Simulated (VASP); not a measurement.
Here is the system:

```xyz
2
Lattice="0.0000 2.6293 2.6293 2.6293 0.0000 2.6293 2.6293 2.6293 0.0000" Properties=species:S:1:pos:R:3 pbc="T T T"
Zn     0.0000     0.0000     0.0000
S      1.3146     1.3146     1.3146
```

Method: r2SCAN+rVV10, VASP's PBE PAW potentials (set 64) (plane waves; VASP). Run with 520 eV cut-off, 9×9×9 Γ-centred mesh, Gaussian smearing of 0.050 eV, potentials Zn S.

Predict the energy per atom (σ→0), pressure, band gap (on the k-mesh) with the smallest direct gap where there is one.

| Item | Value |
|---|---|
| band gap (on the k-mesh) | 3.01 eV |
| smallest direct gap (on the k-mesh) | 3.01 eV |
| energy per atom (σ→0) | -9.160 eV/atom |
| pressure | 5.90 GPa |

Total energies compare only between runs with the same potentials, cut-off and functional.

The compound is ZnS in the zinc blende structure. This cell is one point of a volume scan, at 0.94 of the reference volume.
